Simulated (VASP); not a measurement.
All values below come from PBEsol GGA, VASP's PBE PAW potentials (set 64) (plane waves; VASP).

The input files of a VASP run:

File POSCAR:
```
BeS(110) slab
1
    4.8403172725     0.0000000000     0.0000000000
    0.0000000000     3.4226211423     0.0000000000
    0.0000000000     0.0000000000    25.1764381882
Be S
6 6
Direct
  0.9447072685   0.0000000000   0.6545846849
  0.5151784206   0.5000000000   0.6047731873
  0.0139974661   0.0000000000   0.5331126451
  0.5139974661   0.5000000000   0.4668873549
  0.0151784206   0.0000000000   0.3952268127
  0.4447072685   0.5000000000   0.3454153151
  0.2641380884   0.0000000000   0.6019210953
  0.7501023730   0.5000000000   0.6743465051
  0.2618763835   0.0000000000   0.4652741142
  0.7618763835   0.5000000000   0.5347258858
  0.2501023730   0.0000000000   0.3256534949
  0.7641380884   0.5000000000   0.3980789047
```

**KPOINTS**
```
Automatic mesh
0
Gamma
4 6 1
0 0 0
```

### INCAR
```
ALGO = Normal   # blocked Davidson
SIGMA = 0.05   # width (eV)
LASPH = T   # aspherical one-centre terms
ISMEAR = 0   # Gaussian
NELMIN = 4
ENCUT = 400   # plane-wave cut-off (eV)
NELM = 100
LORBIT = 11   # lm-projected
EDIFF = 1E-6
LCHARG = F
DIPOL = 0.5 0.5 0.5
LDIPOL = T
IDIPOL = 3
LWAVE = F
GGA = PS
LVHAR = T
SYSTEM = BeS(110) slab
LREAL = F
PREC = Normal
```

POTCAR, in this order: Be S (PBE.64 set). Program: vasp_std. Read from the step before: WAVECAR.

The run wrote:

OSZICAR:
```
       N       E                     dE             d eps       ncg     rms          rms(c)
DAV:   1    -0.617995964643E+02   -0.61800E+02   -0.39565E-06   836   0.176E-02    0.468E-03
DAV:   2    -0.617995962930E+02    0.17131E-06   -0.16540E-06   597   0.794E-03    0.289E-03
DAV:   3    -0.617995961632E+02    0.12982E-06   -0.44203E-07   617   0.452E-03    0.189E-03
DAV:   4    -0.617995961830E+02   -0.19806E-07   -0.43943E-07   575   0.361E-03
   1 F= -.61799596E+02 E0= -.61799596E+02  d E =-.676174E-15
```

**OUTCAR**
```
------------------------ aborting loop because EDIFF is reached ----------------------------------------
  FORCE on cell =-STRESS in cart. coord.  units (eV):
  Direction    XX          YY          ZZ          XY          YZ          ZX
  --------------------------------------------------------------------------------------
  Total       -0.5342553     -1.2868331     -0.2128614      0.0000000      0.0000000      0.0000000
  in kB       -2.0522606     -4.9431735     -0.8176748      0.0000000      0.0000000      0.0000000
  external PRESSURE =      -2.6043696 kB  Pullay stress =       0.0000000 kB
  volume of cell :      417.09
      direct lattice vectors                 reciprocal lattice vectors
     4.840317273  0.000000000  0.000000000     0.206598027  0.000000000  0.000000000
     0.000000000  3.422621142  0.000000000     0.000000000  0.292173734  0.000000000
     0.000000000  0.000000000 25.176438188     0.000000000  0.000000000  0.039719677
 POSITION                                       TOTAL-FORCE (eV/Angst)
 -----------------------------------------------------------------------------------
      4.57268      0.00000     16.48011         0.001743      0.000000     -0.007808
      2.49363      1.71131     15.22603        -0.010063      0.000000      0.001067
      0.06775      0.00000     13.42188        -0.014346      0.000000      0.016207
      2.48791      1.71131     11.75456        -0.014346      0.000000     -0.016207
      0.07347      0.00000      9.95040        -0.010063      0.000000     -0.001067
      2.15252      1.71131      8.69633         0.001743      0.000000      0.007808
      1.27851      0.00000     15.15423         0.011970      0.000000     -0.004362
      3.63073      1.71131     16.97764         0.011530      0.000000     -0.013164
      1.26756      0.00000     11.71394        -0.000834      0.000000     -0.005283
      3.68772      1.71131     13.46249        -0.000834      0.000000      0.005283
      1.21057      0.00000      8.19880         0.011530      0.000000      0.013164
      3.69867      1.71131     10.02221         0.011970      0.000000      0.004362
 -----------------------------------------------------------------------------------
    total drift:                                0.000895      0.000000      0.000004
  FREE ENERGIE OF THE ION-ELECTRON SYSTEM (eV)
  ---------------------------------------------------
  free  energy   TOTEN  =       -61.7995961830 eV

  energy  without entropy=      -61.7995961830  energy(sigma->0) =      -61.79959618

 total charge

# of ion       s       p       d       tot
------------------------------------------
    1        0.418   0.627   0.000   1.045
    2        0.385   0.652   0.000   1.037
    3        0.388   0.659   0.000   1.047
    4        0.388   0.659   0.000   1.047
    5        0.385   0.652   0.000   1.037
    6        0.418   0.627   0.000   1.045
    7        1.301   2.515   0.000   3.816
    8        1.314   2.478   0.000   3.792
    9        1.301   2.505   0.000   3.806
   10        1.301   2.505   0.000   3.806
   11        1.314   2.478   0.000   3.792
   12        1.301   2.515   0.000   3.816
--------------------------------------------------
tot         10.213  18.873   0.000  29.086
```
(Selected blocks of OUTCAR.)

The cell is a thin slab with vacuum, built from BeS (zinc blende): (110) face.
